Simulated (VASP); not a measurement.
Consider the following.

```xyz
2
Lattice="0.0000 1.9917 1.9917 1.9917 0.0000 1.9917 1.9917 1.9917 0.0000" Properties=species:S:1:pos:R:3 pbc="T T T"
Li     0.0000     0.0000     0.0000
H      1.9917     1.9917     1.9917
```

Level of theory: PBE GGA, VASP's PBE PAW potentials (set 64) (plane waves; VASP). Numerical set-up: 400 eV cut-off, 11×11×11 Γ-centred mesh shifted by (0.5, 0.5, 0.5), Gaussian smearing of 0.010 eV, potentials Li_sv H.

At this cut-off the stress carries a Pulay error, which pulls relaxed volumes low.

Task: Give the stress tensor in GPa (positive for a compressed cell).

Result: 
```
-3.04   0.00   0.00
 0.00  -3.04   0.00
 0.00   0.00  -3.04
```
The pressure is its mean diagonal, -3.04 GPa.

The structure comes from a computed database's LiH entry; how it stands against other phases isn't given here. The cell was not relaxed at this level.
